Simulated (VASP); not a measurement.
# RbAuBr3 (P4/mmm) in VASP: further runs

Runs on RbAuBr3. Level: LDA. Tasks: single point.

All numbers are computed with VASP 6.6.1; they aren't measurements. Logs are shortened: lines on timing, memory, paths and dates and some standing lists are left out, and cuts for length are marked.

### 1 Starting point

It takes space group P4/mmm (No. 123, tetragonal). Conventional cell: a = 5.437 Å, b = 5.437 Å, c = 5.301 Å, α = 90.00°, β = 90.00°, γ = 90.00°. Around Rb (site symmetry 4/mmm) lie 12 Br at 3.80 to 3.84 Å. Around Au (site symmetry 4/mmm) lie 6 Br at 2.65 to 2.72 Å. Around Br (site symmetry mmm) lie 2 Au at 2.72 Å. Br (site symmetry 4/mmm) has 2 Au at 2.65 Å as nearest neighbours.

The cell comes from a database or a generator and needn't be the stable form of this composition.

### 2 Single point, LDA

Contents of INCAR:

```
SYSTEM = RbAuBr3
  ALGO = Fast
  EDIFF = 1E-6
  ENCUT = 520
  ISIF = 2
  ISMEAR = -1
  LASPH = .True.
  LCHARG = .False.
  LREAL = .False.
  LWAVE = .False.
  NBANDS = 28
  NELM = 100
  PREC = Accurate
  SIGMA = 0.1
```

Contents of KPOINTS:

```
k-points
0
Gamma
  7 7 7
  0 0 0
```

Contents of POSCAR:

```
RbAuBr3
1.0
    5.4369900000      0.0000000000      0.0000000000
    0.0000000000      5.4369900000      0.0000000000
    0.0000000000      0.0000000000      5.3010652500
Rb Au Br
1 1 3
Direct
    0.5000000000      0.5000000000      0.5000000000
    0.0000000000      0.0000000000      0.0000000000
    0.5000000000      0.0000000000      0.0000000000
    0.0000000000      0.0000000000      0.5000000000
    0.0000000000      0.5000000000      0.0000000000
```

Potentials or basis: VASP PAW LDA potentials, release 64 (Rb_sv, Au, Br).

On the command line:

```console
> cat potpaw_LDA.64/Rb_sv/POTCAR potpaw_LDA.64/Au/POTCAR potpaw_LDA.64/Br/POTCAR > POTCAR
> mpirun -np 1 vasp_std > vasp.out
```

OUTCAR:

```text
SYSTEM = RbAuBr3
   EDIFF = 1E-6
   ENCUT = 520
   ISIF = 2
   ISMEAR = -1
   LASPH = .True.
   LREAL = .False.
   NELM = 100
   PREC = Accurate

 ion  position               nearest neighbor table
   1  0.500  0.500  0.500-   3 3.80   5 3.80   3 3.80   5 3.80   3 3.80   3 3.80   5 3.80   5 3.80
                             4 3.84   4 3.84   4 3.84   4 3.84   2 4.67   2 4.67   2 4.67   2 4.67
   2  0.000  0.000  0.000-   4 2.65   4 2.65   5 2.72   3 2.72   5 2.72   3 2.72   1 4.67   1 4.67
                             1 4.67   1 4.67   1 4.67   1 4.67   1 4.67   1 4.67
   3  0.500  0.000  0.000-   2 2.72   2 2.72   1 3.80   1 3.80   1 3.80   1 3.80
   4  0.000  0.000  0.500-   2 2.65   2 2.65   1 3.84   1 3.84   1 3.84   1 3.84
   5  0.000  0.500  0.000-   2 2.72   2 2.72   1 3.80   1 3.80   1 3.80   1 3.80

  LATTYP: Found a simple tetragonal cell.
 ALAT       =     5.4369900000
 C/A-ratio  =     0.9750000000

  Lattice vectors:

 A1 = (   5.4369900000,   0.0000000000,   0.0000000000)
 A2 = (   0.0000000000,   5.4369900000,   0.0000000000)
 A3 = (   0.0000000000,   0.0000000000,   5.3010652500)

Analysis of symmetry for initial positions (statically):
=====================================================================
 Subroutine PRICEL returns:
 Original cell was already a primitive cell.

 Routine SETGRP: Setting up the symmetry group for a
 simple tetragonal supercell.

 Subroutine GETGRP returns: Found 16 space group operations
 (whereof 16 operations were pure point group operations)
 out of a pool of 16 trial point group operations.

The static configuration has the point symmetry D_4h.

Analysis of symmetry for dynamics (positions and initial velocities):
=====================================================================
 Subroutine PRICEL returns:
 Original cell was already a primitive cell.

 Routine SETGRP: Setting up the symmetry group for a
 simple tetragonal supercell.

 Subroutine GETGRP returns: Found 16 space group operations
 (whereof 16 operations were pure point group operations)
 out of a pool of 16 trial point group operations.

The dynamic configuration has the point symmetry D_4h.

 Subroutine INISYM returns: Found 16 space group operations
 (whereof 16 operations are pure point group operations),
 and found     1 'primitive' translations

----------------------------------------------------------------------------------------

                                     Primitive cell

  volume of cell :     156.7040

  direct lattice vectors                    reciprocal lattice vectors
     5.436990000  0.000000000  0.000000000     0.183925297  0.000000000  0.000000000
     0.000000000  5.436990000  0.000000000     0.000000000  0.183925297  0.000000000
     0.000000000  0.000000000  5.301065250     0.000000000  0.000000000  0.188641330

  length of vectors
     5.436990000  5.436990000  5.301065250     0.183925297  0.183925297  0.188641330

  position of ions in fractional coordinates (direct lattice)
     0.500000000  0.500000000  0.500000000
     0.000000000  0.000000000  0.000000000
     0.500000000  0.000000000  0.000000000
     0.000000000  0.000000000  0.500000000
     0.000000000  0.500000000  0.000000000

  ion indices of the primitive-cell ions
   primitive index   ion index
                 1           1
                 2           2
                 3           3
                 4           4
                 5           5

----------------------------------------------------------------------------------------

 KPOINTS: k-points

Automatic generation of k-mesh.
 Grid dimensions read from file:
 generate k-points for:    7    7    7

 Generating k-lattice:

  Cartesian coordinates                     Fractional coordinates (reciprocal lattice)
     0.026275042  0.000000000  0.000000000     0.142857143  0.000000000  0.000000000
     0.000000000  0.026275042  0.000000000     0.000000000  0.142857143  0.000000000
     0.000000000  0.000000000  0.026948761     0.000000000  0.000000000  0.142857143

  Length of vectors
     0.026275042  0.026275042  0.026948761

  Shift w.r.t. Gamma in fractional coordinates (k-lattice)
     0.000000000  0.000000000  0.000000000

 Subroutine IBZKPT returns following result:
 ===========================================

 Found     40 irreducible k-points:

 Following reciprocal coordinates:
            Coordinates               Weight
  0.000000  0.000000  0.000000      1.000000
  0.142857  0.000000  0.000000      4.000000
  0.285714  0.000000  0.000000      4.000000
  0.428571  0.000000  0.000000      4.000000
  0.142857  0.142857  0.000000      4.000000
  0.285714  0.142857  0.000000      8.000000
[... 16 lines left out ...]
  0.285714  0.000000  0.285714      8.000000
  0.428571  0.000000  0.285714      8.000000
 [... further k-points ...]
   k-points           NKPTS =     40   k-points in BZ     NKDIM =     40   number of bands    NBANDS=     28
   number of dos      NEDOS =    301   number of ions     NIONS =      5
   total plane-waves  NPLWV =  64000
   dimension x,y,z NGX =    40 NGY =   40 NGZ =   40
   dimension x,y,z NGXF=    80 NGYF=   80 NGZF=   80
   ions per type =               1   1   3
   NGX,Y,Z   is equivalent  to a cutoff of  12.23, 12.23, 12.54 a.u.
   NGXF,Y,Z  is equivalent  to a cutoff of  24.46, 24.46, 25.09 a.u.
 SYSTEM =  RbAuBr3
   PREC   = accura    normal or accurate (medium, high low for compatibility)
   ISTART =      0    job   : 0-new  1-cont  2-samecut
   ICHARG =      2    charge: 1-file 2-atom 10-const
   ISPIN  =      1    spin polarized calculation?
   LNONCOLLINEAR =      F non collinear calculations
   LSORBIT =      F    spin-orbit coupling
   LASPH  =      T    aspherical Exc in radial PAW
   ENCUT  =  520.0 eV  38.22 Ry    6.18 a.u.  10.11 10.11  9.86*2*pi/ulx,y,z
   NELM   =    100;   NELMIN=  2; NELMDL= -5     # of ELM steps
   EDIFF  = 0.1E-05   stopping-criterion for ELM
   LREAL  =      F    real-space projection
   EDIFFG = 0.1E-04   stopping-criterion for IOM
   NSW    =      0    number of steps for IOM
   IBRION =     -1    ionic relax: 0-MD 1-quasi-New 2-CG
   NFREE  =      0    steps in history (QN), initial steepest desc. (CG)
   ISIF   =      2    stress and relaxation
   ISYM   =      2    0-nonsym 1-usesym 2-fastsym
   POTIM  = 0.5000    time-step for ionic-motion
   TEBEG  =    0.0;   TEEND  =   0.0 temperature during run
   PSTRESS=    0.0 pullay stress
   NELECT =      41.0000    total number of electrons
   NUPDOWN=      -1.0000    fix difference up-down
   EMIN   =  10.00;   EMAX   =-10.00  energy-range for DOS
   EFERMI =   0.00;   METHOD = LEGACY
   ISMEAR =    -1;   SIGMA  =   0.10  broadening in eV -4-tet -1-fermi 0-gaus
   EFERMI_NEDOS =   21; number of points for ismear=-14 and -15
   IALGO  =     68    algorithm
   IMIX   =      4    mixing-type and parameters
     AMIX     =   0.40;   BMIX     =  1.00
     AMIX_MAG =   1.60;   BMIX_MAG =  1.00
  volume/ion in A,a.u.               =      31.34       211.50
  Fermi-wavevector in a.u.,A,eV,Ry     =   1.047071  1.978677 14.916846  1.096357
  Thomas-Fermi vector in A             =   2.181936
   LORBIT       =      0    0 simple, 1 ext, 2 COOP (PROOUT), +10 PAW based schemes
   GGA     = CA    functional components
   LHFCALC =     F    Hartree Fock is set to
   AEXX    =    0.0000 exact exchange contribution
   IVDW    =     0    specifies the selected vdW correction
   LEPSILON=     F    determine dielectric tensor
   LRPA    =     F    only Hartree local field effects (RPA)
 non-spin polarized calculation
 RMM-DIIS sequential band-by-band and
  energy-cutoff  :      520.00
  volume of cell :      156.70
 maximum number of plane-waves:      4242
   NGX = 21   NGY = 21   NGZ = 19

 number of electron      40.9999994 magnetization

 Free energy of the ion-electron system (eV)
  ---------------------------------------------------
  ext. energy  EPLUGINS =         0.00000000
  ---------------------------------------------------
  free energy    TOTEN  =       -15.87686373 eV

  energy without entropy =      -15.83321482  energy(sigma->0) =      -15.85503927

 E-fermi :   1.1494     XC(G=0):  -8.8355

 val. band max:        1.1266529936   @ k =   0.4286   0.4286   0.2857
 cond. band min:       1.2567945350   @ k =   0.4286   0.2857   0.0000
 fundamental gap:      0.1301415414
 Fermi energy:         1.1494441245

 k-point     1 :       0.0000    0.0000    0.0000
  band No.  band energies     occupation
      1     -24.6652      2.00000
      2     -13.6928      2.00000
      3     -13.0856      2.00000
      4     -13.0133      2.00000
      5      -8.8248      2.00000
      6      -8.8248      2.00000
[... 20 lines left out ...]
     27       7.4648      0.00000
     28       7.4648      0.00000

 k-point     2 :       0.1429    0.0000    0.0000
  band No.  band energies     occupation
      1     -24.6650      2.00000
      2     -13.6682      2.00000
      3     -13.0860      2.00000
      4     -13.0225      2.00000
      5      -8.8232      2.00000
      6      -8.8194      2.00000
[... 20 lines left out ...]
     27       7.5187      0.00000
     28       7.6322      0.00000

 k-point     3 :       0.2857    0.0000    0.0000
  band No.  band energies     occupation
      1     -24.6647      2.00000
      2     -13.6089      2.00000
      3     -13.0899      2.00000
      4     -13.0433      2.00000
      5      -8.8197      2.00000
      6      -8.8147      2.00000
[... 20 lines left out ...]
     27       7.9782      0.00000
     28       8.1079      0.00000

 k-point     4 :       0.4286    0.0000    0.0000
  band No.  band energies     occupation
      1     -24.6645      2.00000
      2     -13.5560      2.00000
      3     -13.1010      2.00000
      4     -13.0567      2.00000
      5      -8.8169      2.00000
      6      -8.8119      2.00000
[... 578 lines left out ...]
     27       8.1402      0.00000
     28       8.2195      0.00000

 k-point    23 :       0.2857    0.0000    0.2857
  band No.  band energies     occupation
      1     -24.6642      2.00000
      2     -13.4714      2.00000
      3     -13.1403      2.00000
      4     -13.0450      2.00000
      5      -8.8231      2.00000
      6      -8.8135      2.00000
[... 20 lines left out ...]
     27       8.3322      0.00000
     28       8.4420      0.00000

 k-point    24 :       0.4286    0.0000    0.2857
  band No.  band energies     occupation
      1     -24.6640      2.00000
      2     -13.4169      2.00000
      3     -13.1202      2.00000
      4     -13.0843      2.00000
      5      -8.8208      2.00000
      6      -8.8120      2.00000
[... 20 lines left out ...]
     27       8.1498      0.00000
     28       8.5309      0.00000

 [... further k-points ...]

------------------------ aborting loop because EDIFF is reached ----------------------------------------

  FORCE on cell =-STRESS in cart. coord.  units (eV):
  Direction    XX          YY          ZZ          XY          YZ          ZX
  --------------------------------------------------------------------------------------
  -------------------------------------------------------------------------------------
  Total       -3.2692896     -3.2692896     -2.5058711      0.0000000      0.0000000     -0.0000000
  in kB      -33.4259496    -33.4259496    -25.6205878      0.0000000      0.0000000     -0.0000000
  external PRESSURE =     -30.8241623 kB  Pullay stress =       0.0000000 kB

 VOLUME and BASIS-vectors are now :
 -----------------------------------------------------------------------------
  energy-cutoff  :      520.00
  volume of cell :      156.70
      direct lattice vectors                 reciprocal lattice vectors
     5.436990000  0.000000000  0.000000000     0.183925297  0.000000000  0.000000000
     0.000000000  5.436990000  0.000000000     0.000000000  0.183925297  0.000000000
     0.000000000  0.000000000  5.301065250     0.000000000  0.000000000  0.188641330

 POSITION                                       TOTAL-FORCE (eV/Angst)
 -----------------------------------------------------------------------------------
      2.71849      2.71849      2.65053         0.000000      0.000000      0.000000
      0.00000      0.00000      0.00000         0.000000      0.000000      0.000000
      2.71849      0.00000      0.00000         0.000000      0.000000      0.000000
      0.00000      0.00000      2.65053         0.000000      0.000000      0.000000
      0.00000      2.71849      0.00000         0.000000      0.000000      0.000000
 -----------------------------------------------------------------------------------
    total drift:                                0.000000      0.000000     -0.000000

  FREE ENERGIE OF THE ION-ELECTRON SYSTEM (eV)
  ---------------------------------------------------
  free  energy   TOTEN  =       -15.8768637278 eV

  energy  without entropy=      -15.8332148208  energy(sigma->0) =      -15.85503927
```

It took 2.6 min on 1 thread of Intel Xeon Platinum 8488C (Sapphire Rapids), shared host; peak memory 0.32 GiB.

Results:

```
Free energy            : -15.8769 eV
Pressure               : -3.1 GPa
Band gap on the k mesh : none (metal or under the smearing width)
```

Caveat: an odd number of electrons without spin polarisation forces a metal; a magnetic or distorted state may lie lower.

### 3 Single point, LDA

This run uses another cell than the first one, of 32.95 Å³/atom, 1.051 times its volume.

Contents of INCAR:

```
ALGO = Fast
EDIFF = 1E-6
ENCUT = 520
GGA = CA
ISIF = 2
ISMEAR = -1
LASPH = T
LCHARG = F
LREAL = F
LWAVE = F
NBANDS = 28
NELM = 100
PREC = Accurate
SIGMA = 0.1
```

Contents of KPOINTS:

```
k-points
0
Gamma
  7 7 7
```

POSCAR: that of step 2 with these lines changed.

```diff
@@ -4,3 +4,3 @@
     0.0000000000      5.4369900000      0.0000000000
-    0.0000000000      0.0000000000      5.3010652500
+    0.0000000000      0.0000000000      5.5729147500
 Rb Au Br
```

Potentials or basis: VASP PAW LDA potentials, release 64 (Rb_sv, Au, Br).

On the command line:

```console
> cat potpaw_LDA.64/Rb_sv/POTCAR potpaw_LDA.64/Au/POTCAR potpaw_LDA.64/Br/POTCAR > POTCAR
> mpirun -np 1 vasp_std > vasp.out
```

Wall time 2.7 min (1 thread of Intel Xeon Platinum 8488C (Sapphire Rapids), shared host); peak memory 0.33 GiB.

Results (log left out):

```
Free energy            : -15.6917 eV
Pressure               : -4.3 GPa
Band gap on the k mesh : none (metal or under the smearing width)
```

Stress tensor (GPa, compression positive):
```
-4.14  0.00  0.00
 0.00 -4.14  0.00
 0.00  0.00 -4.60
```

Levels at points of the mesh, in eV from the Fermi level:
```csv
k point,band 17,band 18,band 19,band 20,band 21,band 22,band 23,band 24,band 25,band 26
"(0.00, 0.00, 0.00)",-1.57,-1.57,-1.35,-1.35,-1.33,-0.29,3.36,4.99,5.05,6.38
```

Caveat: an odd number of electrons without spin polarisation forces a metal; a magnetic or distorted state may lie lower. The run has no spin-orbit coupling, so splittings on Au are missing.

(Continued in part 2 of 2.)
